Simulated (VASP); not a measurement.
Here is the system:

Space group F-43m (No. 216); a = b = c = 5.870 Å, α = β = γ = 90.00°

| atom | site | symmetry | x | y | z |
|---|---|---|---|---|---|
| In | 4a | -43m | 0.0000 | 0.0000 | 0.0000 |
| P | 4d | -43m | 0.7500 | 0.7500 | 0.7500 |
(The calculation used a cell of 2 atoms; values per cell refer to that cell.)

All values below come from Bethe-Salpeter equation (Tamm-Dancoff) on G0W0 levels and PBE orbitals, VASP's PBE PAW potentials (set 64) (plane waves; VASP). Settings: PREC = Normal, 500 eV cut-off, 6×6×6 Γ-centred mesh, Gaussian smearing of 0.010 eV, potentials In_d_GW P_GW.

The mesh is coarse, so the spectrum and binding energies are not converged. Unless said otherwise, spin-orbit coupling is left out, though it shifts the bands of the heavy elements here.

The BSE takes 3 valence and 4 conduction bands in the Tamm-Dancoff approximation; the smallest direct G0W0 gap on the mesh is 1.25 eV.

**Question.** Where does the first bright exciton lie on this mesh?

**Answer.** At 1.16 eV. Its distance from the direct gap isn't converged on a mesh this coarse and overstates the binding.

(ħω (eV), ε₂): (0.00, 0.00); (0.40, 0.56); (0.70, 1.73); (1.10, 28.1); (1.40, 5.82); (1.80, 1.71); (2.20, 3.32); (2.50, 26.2); (2.90, 30.9); (3.20, 4.92); (3.60, 9.81); (3.90, 8.12); (4.30, 36.3); (4.70, 14.9); (5.00, 3.84); (5.40, 6.22); (5.70, 5.28); (6.10, 7.99); (6.50, 5.01); (6.80, 6.60); (7.20, 4.58); (7.50, 4.69); (7.90, 4.02); (8.30, 3.33); (8.60, 1.54); (9.00, 1.06); (9.30, 2.40); (9.70, 0.72); (10.10, 1.30); (10.40, 1.65); (10.80, 0.85); (11.10, 0.61); (11.50, 0.18); (11.80, 0.28); (12.20, 0.11); (12.60, 0.23); (12.90, 0.31); (13.30, 0.19); (13.60, 0.07); (14.00, 0.04)

The compound is InP in the zinc blende structure. The cell was not relaxed at this level.
